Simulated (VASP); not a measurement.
HfGe2 (relaxed from the MoSi2 structure, space group I4/mmm): computed properties

All values below come from PBEsol GGA, VASP's PBE PAW potentials (set 64) (plane waves; VASP).

- space group: I4/mmm (139)
- cell: a = b = 3.3843 Å, c = 9.0823 Å, α = β = γ = 90.00°
- volume per atom: 17.34 Å³/atom
- band gap (over mesh and band path): none (metal, semimetal or under 0.01 eV)
- density: 10.34 g/cm³

```cif
data_Ge4Hf2
_chemical_formula_sum 'Hf2 Ge4'
_space_group_name_H-M_alt 'I4/mmm'
_space_group_IT_number 139
_space_group_name_Hall '-I 4 2'
_cell_length_a 3.38434
_cell_length_b 3.38434
_cell_length_c 9.08230
_cell_angle_alpha 90.000
_cell_angle_beta 90.000
_cell_angle_gamma 90.000
loop_
_atom_site_label
_atom_site_type_symbol
_atom_site_symmetry_multiplicity
_atom_site_Wyckoff_symbol
_atom_site_fract_x
_atom_site_fract_y
_atom_site_fract_z
_atom_site_occupancy
Hf1 Hf 2 a 0.00000 0.00000 0.00000 1
Ge1 Ge 4 e 0.00000 0.00000 0.32783 1
```
(The calculation used a cell of 3 atoms; values per cell refer to that cell.)

Unless said otherwise, spin-orbit coupling is left out, though it shifts the bands of the heavy elements here.

The structure was generated: HfGe2 was put into the MoSi2 type (I4/mmm), which need not be its known phase. It was relaxed first. Symmetry was kept, so distortions that lower it aren't found.
